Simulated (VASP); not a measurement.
VASP runs on TaC (space group Fm-3m) share one base input (LDA (Ceperley-Alder, Perdew-Zunger), plane waves, VASP's LDA PAW potentials (set 64)) and change the settings named in each case.

### INCAR
```
# general
SYSTEM   =  TaC
PREC     =  Accurate
ENCUT    =  400
LREAL    =  .FALSE.
LASPH    =  .TRUE.

# electronic loop
EDIFF    =  1E-6
NELM     =  100
ALGO     =  Normal
LMAXMIX  =  6

# smearing
ISMEAR   =  0
SIGMA    =  0.1

# ions
ISIF     =  2

# output
LWAVE    =  .FALSE.
LCHARG   =  .FALSE.
```

**POSCAR**
```
TaC
1
    0.0000000000     2.2300000000     2.2300000000
    2.2300000000     0.0000000000     2.2300000000
    2.2300000000     2.2300000000     0.0000000000
Ta C
1 1
Direct
  0.0000000000   0.0000000000   0.0000000000
  0.5000000000   0.5000000000   0.5000000000
```

**KPOINTS**
```
Automatic mesh
0
G
  17 17 17
0 0 0
```

POTCAR, in this order: Ta_pv C (LDA.64 set). Program: vasp_std.

```csv
change,E(σ→0) (eV/atom),pressure (GPa),−TS (eV)
base run,-12.1385,-9.78,-0.0050
"GGA = PS, POTCAR Ta_pv C (PBE.64 set)",-11.7604,[?],-0.0050
"GGA_COMPAT = .FALSE., LNONCOLLINEAR = .TRUE., LSORBIT = .TRUE., MAGMOM = 0.0 0.0 0.0 0.0 0.0 0.0, program vasp_ncl",-12.4728,[?],[?]
KPOINTS 4×4×4 Γ-centred mesh,-12.0737,-8.47,-0.0126
```

Question: What belongs in the gaps?

Answer: 
- GGA_COMPAT = .FALSE., LNONCOLLINEAR = .TRUE., LSORBIT = .TRUE., MAGMOM = 0.0 0.0 0.0 0.0 0.0 0.0, program vasp_ncl, pressure (GPa): -9.42
- GGA_COMPAT = .FALSE., LNONCOLLINEAR = .TRUE., LSORBIT = .TRUE., MAGMOM = 0.0 0.0 0.0 0.0 0.0 0.0, program vasp_ncl, −TS (eV): -0.0049
- GGA = PS, POTCAR Ta_pv C (PBE.64 set), pressure (GPa): -4.81

Energies of different potentials or functionals have different zeros.  Unless said otherwise, spin-orbit coupling is left out, though it shifts the bands of the heavy elements here. At 400 eV the pressure can carry a Pulay error.

Left out are runs that ran out of time, are held back, or changed the cell or the kind of run, fixed moments of cells without a moment, rows past the twelfth, gaps on odd meshes, pressures of charged cells and columns that move by less than the noise.

The structure is a typed TaC crystal (Fm-3m). The cell was not relaxed at this level.
